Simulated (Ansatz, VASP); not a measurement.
**Cross-check of Ta between VASP and Ansatz**

One calculation is typed for both programs; each brings its own data sets. How far apart do they land? The cell is taken from a series of runs on this material, whose earlier steps may have relaxed, scaled, displaced or heated it; both programs get it as it stands.

Method: plane waves, with VASP 6.6.1 beside it; elastic constants at LDA, in Ansatz 0.2.0.

### Step 1. Set-up

The structure is cubic, space group Im-3m (No. 229). Conventional cell: a = 3.261 Å, b = 3.261 Å, c = 3.261 Å, α = 90.00°, β = 90.00°, γ = 90.00°. Ta has 8 Ta at 2.82 Å nearest.

### Step 2. Ansatz: elastic constants, LDA, pair 1

Ansatz runs on its default PAW (the set named soft_2) files.

Elastic constants are differences of stresses under small strains, so they test the stress and the mesh.

input.yaml

```yaml
crystal:
  lattice:
    - [-1.6306043912, 1.6306043912, 1.6306043912]
    - [1.6306043912, -1.6306043912, 1.6306043912]
    - [1.6306043912, 1.6306043912, -1.6306043912]
  atoms:
    - { symbol: Ta, position: [0.0, 0.0, 0.0] }
kpoints:
  mp_grid: { grid: [4, 4, 4] }
hamiltonian:
  xc: lda
scf:
  occupations: { method: methfessel_paxton, width: 0.25 }
output:
  forces: true
  stress: true
  eigenvalues: true
elastic:
  mode: relaxed_ion
  stencil: two_point
  amplitude: 0.01
```

Started as:

```console
$ ansatz run input.yaml --threads 4 --pin off --max-ram 16384MiB --backend cpu --events-out ev --progress --plain --runs-dir out
```

Numbers of over 12 decimals in the logs are rounded to 6 here.

Log:

```text
Engine: ansatz 0.2.0, aarch64-unknown-linux-gnu
Pseudopotentials: kind: paw
Pseudopotential: Ta, paw, valence charge 13, recommended cutoff 420 eV (normal), Ta.paw.azcp
Functional definition: SPW92
  exchange = slater_x
  correlation = pw_c
Crystal: 1 atoms, lattice volume = 17.342 Å³
Basis set: ecut = 420 eV, 321 PW (Γ)
Bands: 11, of which v1, the nominal top of the filled ones, is band 7 counted from 1 (6 counted from 0)
Symmetry: 48 space group operations
Space group: Im-3m (ITA 229), of the structure as read, at distance tolerance 2.6e-5 Å
k-points: 8 of 64
Non-local potential: Ta, projectors of the file, l = 0: 3, l = 1: 2, l = 2: 2, l = 3: 1
PAW form: soft (Blöchl's): semilocal exchange-correlation on the pseudo side does not see the compensation charge
PAW frozen core: Ta, regenerated for the run's functional, and the local potential with it (the file was generated under x = pbe(κ = 0.804, μ = 0.219515), c = pbe(β = 0.066725))
PAW one-centre angular grid: Ta, 590 points (default); XC on 64 Gauss nodes
Initial density: superposition of atomic densities (neutral atoms: chi_scale 0, normalization atom), corrected by the library's trained network
Initial wavefunctions: pseudopotential atomic-orbital guess
Functional: x = slater, c = lda
SCF iter   1: F=—  HF=-9682.699524 eV  |F-HF|=—  |Δ(HF+E_count)|=         —  Δρ=4.12e-3  dr2=1.35e-3  ethr=1.77e-3  ⟨swp⟩=5.1  Hψ=464  notcnv=0
preconditioner: auto → none  [insulator: Δε(μ)=0.781 eV  Ē_g=8.632 eV  σ=0.250 eV  W_gap=0.54  n_scr=0 (ndim 8)  ℏωp=19.9 eV  f_vac=0.000  D(μ)=1.12/eV (n_scr^D=12)  ε∞_Penn≈6.3]
SCF iter   2: F=—  HF=-9682.699417 eV  |F-HF|=—  |Δ(HF+E_count)|=   1.07e-4  S|Δr|=    0.00e0  Δρ=1.98e-3  dr2=2.57e-4  ethr=1.04e-5  ⟨swp⟩=1.8  Hψ=169  notcnv=0
SCF iter   3: F=—  HF=-9682.699434 eV  |F-HF|=—  |Δ(HF+E_count)|=   1.70e-5  S|Δr|=    0.00e0  Δρ=2.07e-4  dr2=3.00e-6  ethr=1.98e-6  ⟨swp⟩=1.0  Hψ=85  notcnv=0
SCF iter   4: F=—  HF=-9682.699431 eV  |F-HF|=—  |Δ(HF+E_count)|=   3.37e-6  S|Δr|=    0.00e0  Δρ=3.52e-5  dr2=7.60e-8  ethr=2.31e-8  ⟨swp⟩=1.4  Hψ=90  notcnv=0
SCF iter   5: F=—  HF=-9682.699429 eV  |F-HF|=—  |Δ(HF+E_count)|=   1.37e-6  S|Δr|=    0.00e0  Δρ=3.02e-6  dr2=1.34e-9  ethr=5.85e-10  ⟨swp⟩=2.0  Hψ=101  notcnv=0
SCF iter   6: F=—  HF=-9682.699429 eV  |F-HF|=—  |Δ(HF+E_count)|=  4.73e-10  S|Δr|=    0.00e0  Δρ=1.43e-6  dr2=1.01e-10  ethr=1.03e-11  ⟨swp⟩=2.0  Hψ=136  notcnv=0
SCF iter   7: F=—  HF=-9682.699429 eV  |F-HF|=—  |Δ(HF+E_count)|=  4.91e-11  S|Δr|=    0.00e0  Δρ=3.55e-7  dr2=6.56e-12  ethr=7.79e-13 (applied; sched 1.00e-12)  ⟨swp⟩=1.5  Hψ=101  notcnv=0
SCF iter   8: F=-9682.699429 eV  HF=-9682.699429 eV  |F-HF|=1.82e-12  |Δ(HF+E_count)|=    0.00e0  S|Δr|=    0.00e0  Δρ=1.41e-8  dr2=1.43e-14  ethr=1.00e-12  ⟨swp⟩=4.6  Hψ=362  notcnv=0
SCF 1 converged in 8 iterations: F = -9682.699429 eV  dr2 = 1.43e-14
  greatest PAW one-centre occupation: 1.000 electrons in one spin orbital (limit 2), on the Ta atom at site 0 (counted from 0), in its partial waves of l = 0
Crystal: 1 atoms, lattice volume = 17.169 Å³
Symmetry: 16 space group operations
k-points: 13 of 64
Initial density: handed on by an earlier stage of this run
Initial wavefunctions: those handed on with the density
iter 1 solved again at ethr=6.34e-7 eV; its pass at ethr=3.10e-3 eV (dr2=8.24e-5 eV) is discarded
SCF iter   1: F=—  HF=-9682.697180 eV  |F-HF|=—  |Δ(HF+E_count)|=         —  Δρ=1.11e-3  dr2=8.29e-5  ethr=6.34e-7  ⟨swp⟩=2.1  Hψ=985  notcnv=0
preconditioner: auto → none  [metal: Δε(μ)=0.043 eV  Ē_g=8.641 eV  σ=0.250 eV  W_gap=0.14  n_scr=0 (ndim 8)  ℏωp=20.0 eV  f_vac=0.000  D(μ)=1.10/eV (n_scr^D=12)]
[...]
SCF 2 converged in 7 iterations: F = -9682.697166 eV  dr2 = 2.55e-14
Crystal: 1 atoms, lattice volume = 17.516 Å³
Basis set: ecut = 420 eV, 337 PW (Γ)
[...]
preconditioner: auto → none  [metal: Δε(μ)=0.042 eV  Ē_g=8.513 eV  σ=0.250 eV  W_gap=0.14  n_scr=0 (ndim 8)  ℏωp=19.8 eV  f_vac=0.000  D(μ)=1.10/eV (n_scr^D=12)]
[...]
SCF 3 converged in 5 iterations: F = -9682.697242 eV  dr2 = 6.60e-14
Symmetry: 8 space group operations
k-points: 18 of 64
[...]
preconditioner: auto → none  [metal: Δε(μ)=0.043 eV  Ē_g=8.617 eV  σ=0.250 eV  W_gap=0.14  n_scr=0 (ndim 8)  ℏωp=19.9 eV  f_vac=0.000  D(μ)=1.10/eV (n_scr^D=12)]
[...]
SCF iter   5: F=—  HF=-9682.698871 eV  |F-HF|=—  |Δ(HF+E_count)|=  2.36e-11  S|Δr|=    0.00e0  Δρ=2.96e-7  dr2=7.65e-12  ethr=2.50e-12  ⟨swp⟩=2.0  Hψ=242  notcnv=0  defer=1
SCF iter   6: F=—  HF=-9682.698871 eV  |F-HF|=—  |Δ(HF+E_count)|=  1.82e-12  S|Δr|=    0.00e0  Δρ=3.47e-8  dr2=1.15e-13  ethr=5.89e-14 (applied; sched 1.00e-12)  ⟨swp⟩=2.6  Hψ=291  notcnv=0  defer=4
SCF iter   7: F=-9682.698871 eV  HF=-9682.698871 eV  |F-HF|=1.82e-12  |Δ(HF+E_count)|=  1.82e-12  S|Δr|=    0.00e0  Δρ=8.00e-9  dr2=3.36e-15  ethr=1.00e-12  ⟨swp⟩=4.0  Hψ=542  notcnv=0
SCF 4 converged in 7 iterations: F = -9682.698871 eV  dr2 = 3.36e-15
iter 1 solved again at ethr=1.42e-9 eV; its pass at ethr=3.10e-3 eV (dr2=1.85e-7 eV) is discarded
SCF iter   1: F=—  HF=-9682.698870 eV  |F-HF|=—  |Δ(HF+E_count)|=         —  Δρ=1.04e-4  dr2=1.81e-7  ethr=1.42e-9  ⟨swp⟩=2.1  Hψ=1273  notcnv=0  defer=2
preconditioner: auto → none  [metal: Δε(μ)=0.043 eV  Ē_g=8.617 eV  σ=0.250 eV  W_gap=0.15  n_scr=0 (ndim 8)  ℏωp=19.9 eV  f_vac=0.000  D(μ)=1.10/eV (n_scr^D=12)]
SCF iter   2: F=—  HF=-9682.698871 eV  |F-HF|=—  |Δ(HF+E_count)|=   4.68e-7  S|Δr|=    0.00e0  Δρ=5.13e-5  dr2=3.71e-8  ethr=1.39e-9  ⟨swp⟩=1.0  Hψ=192  notcnv=0  defer=2
SCF iter   3: F=—  HF=-9682.698871 eV  |F-HF|=—  |Δ(HF+E_count)|=   1.59e-7  S|Δr|=    0.00e0  Δρ=3.23e-6  dr2=2.91e-10  ethr=2.86e-10  ⟨swp⟩=1.0  Hψ=192  notcnv=0  defer=2
SCF iter   4: F=—  HF=-9682.698871 eV  |F-HF|=—  |Δ(HF+E_count)|=  5.18e-10  S|Δr|=    0.00e0  Δρ=5.30e-7  dr2=3.36e-12  ethr=2.24e-12  ⟨swp⟩=2.0  Hψ=279  notcnv=0  defer=2
SCF iter   5: F=—  HF=-9682.698871 eV  |F-HF|=—  |Δ(HF+E_count)|=  2.00e-11  S|Δr|=    0.00e0  Δρ=8.51e-8  dr2=1.33e-13  ethr=1.00e-12  ⟨swp⟩=4.7  Hψ=636  notcnv=0
SCF iter   6: F=-9682.698871 eV  HF=-9682.698871 eV  |F-HF|=0.00e0  |Δ(HF+E_count)|=  1.82e-12  S|Δr|=    0.00e0  Δρ=4.10e-9  dr2=2.25e-15  ethr=1.00e-12  ⟨swp⟩=3.9  Hψ=541  notcnv=0
SCF 5 converged in 6 iterations: F = -9682.698871 eV  dr2 = 2.25e-15
SCF converged after 8 iterations
Stability not checked: this state was not tested for a lower state beside it, because cold or Methfessel-Paxton smearing, or corrected tetrahedra, fill the levels in a way that the test cannot read (fill_not_monotonic; see scf.lower_state_search)
Free energy (F): -9682.699429 eV
Harris-Foulkes:  -9682.699429 eV  (|F-HF|=1.82e-12)
Internal energy: -9682.693801 eV  (E = F + TS)
E sigma→0 (E₀):  -9682.698022 eV
Entropy (-TS):   -0.005628 eV (-5.628 meV/atom)
Fermi energy:    18.984625 eV
--- Per-component energies (eV) ---
  E_band       = -97.260524
  E_kinetic    = 367.686337
  E_local      = -531.623979  (includes V_loc(G=0)·N_el)
  E_nonlocal   = 20.816843
  E_hartree    = 184.465871
  E_xc         = -217.343328
  E_vxc        = -204.714762  (∫ρ·V_xc dr)
  E_paw        = -8149.142028  (= ΣΔE_a)
  E_vpaw       = -118.356842  (= ΣTr[D̂ρ^β])
  E_aug_tail   = 0.000139  (compensation charges beyond the density's cutoff)
  E_ewald      = -1357.812558
  E_core_change = 0.258903  (= ΣΔE_core)
  E_smearing   = -0.005628  (= −TS)
  E_closure    = 0.000000  (closes the sum)
  Σ components = -9682.699429   (vs F -9682.699429, Δ=0.00e0)
--- Forces (eV/Å), atoms counted from 1 ---
  atom   1  Ta    -0.00000000    -0.00000000    -0.00000000
  max |Σ_I F_I| component: 2.14e-31 eV/Å
--- Stress (GPa, compression-positive) ---
       -0.009583       0.000000      -0.000000
        0.000000      -0.009583      -0.000000
        0.000000       0.000000      -0.009583
  P = ⅓ Tr σ = -0.0096 GPa (-0.096 kbar)
--- Band table (eV; the first three rows and the last of 8) ---
  k-point 0: bands = [... 3 lower, -13.7925, 11.0983, 19.7542, 19.7542, 19.7542, 23.1566, 23.1566, 33.9740]
  k-point 1: bands = [... 3 lower, -13.7972, 13.4560, 18.4201, 18.9713, 22.4879, 22.5522, 23.3520, 34.3425]
  k-point 2: bands = [... 3 lower, -13.8021, 14.5515, 17.3949, 20.9967, 23.0531, 24.1188, 27.2017, 31.0962]
  k-point 7: bands = [... 3 lower, -14.7190, 15.0623, 15.0623, 26.1722, 26.1722, 26.1722, 28.1226, 28.1226]
--- Elastic constants: 2 strain directions × 2 members + reference (group order 48) ---
  dense FFT box of the reference and of every strained cell: 20×20×20
  strains applied: 11, 23; error gains: componentwise 1.00 (the most a stress slope's error grows in a printed constant), spectral 1.73 (1 for all six strains in a standard setting)
  C = ∂σ_k/∂η_j (tension-positive GPa; Voigt order 11 22 33 23 13 12):
       408.445    157.251    157.251     -0.000      0.000      0.000
       157.251    408.445    157.251     -0.000     -0.000      0.000
       157.251    157.251    408.445     -0.000      0.000     -0.000
         0.000     -0.000      0.000    100.472      0.000     -0.000
        -0.000      0.000      0.000     -0.000    100.472      0.000
         0.000     -0.000      0.000     -0.000      0.000    100.472
  reference stress σ⁰ (GPa):      0.010      0.010      0.010      0.000      0.000     -0.000
  C* (energy form; C + prestress term) asymmetry max|C*_kj − C*_jk| = 5.684e-14 GPa — a small one proves nothing (zero by symmetry where the batch's group is 432, −43m or m−3m); a large one is finite-difference/SCF noise where every solve meets its electron count
  moduli (Voigt/Reuss/Hill, GPa): K = 240.98/240.98/240.98   G = 110.52/109.21/109.87   E = 286.12   ν = 0.302
  mechanically stable: yes (min eigenvalue of sym C = 100.47 GPa)
  strain η (Voigt 11):  stress-route row diagonal C_11 = 408.44 GPa, energy-path curvature d²(F+E_count+ΔE)/dδ²/Ω₀ = 407.76 GPa
         δ    σ_11 (GPa)             F (eV)   n_scf  n_hpsi   n_pw
    -1.000e-2      -4.2350       -9682.6971660       7    2504    370   relax 0 steps, max|allowed force component| 0.00e0 eV/Å
     1.000e-2       3.9339       -9682.6972421       5    2035    370   relax 0 steps, max|allowed force component| 0.00e0 eV/Å
  strain η (Voigt 23):  stress-route row diagonal C_44 = 100.47 GPa, energy-path curvature d²(F+E_count+ΔE)/dδ²/Ω₀ = 99.65 GPa
         δ    σ_23 (GPa)             F (eV)   n_scf  n_hpsi   n_pw
    -1.000e-2      -1.0047       -9682.6988708       7    3414    370   relax 0 steps, max|allowed force component| 0.00e0 eV/Å
     1.000e-2       1.0047       -9682.6988708       6    3337    370   relax 0 steps, max|allowed force component| 0.00e0 eV/Å
```

Reading the cycles: dr2 is the Hartree energy of the density residual (eV), the measure of convergence; HF is the Harris–Foulkes estimate of the energy, which meets the free energy F at convergence.

(Continued in part 2 of 2.)

[Lines on the potential files, build, host, timing and source positions are cut from VASP's logs without a mark.]

[Logs are printed without paths, hosts, clocks, repeated set-up lines and the standing remarks that a program may print on its own settings, such as how far it seeks lower states.]

[Hosts, paths, dates, database ids (printed as entryN), source tags and the programs' standing remarks are cut or masked in the printed files.]
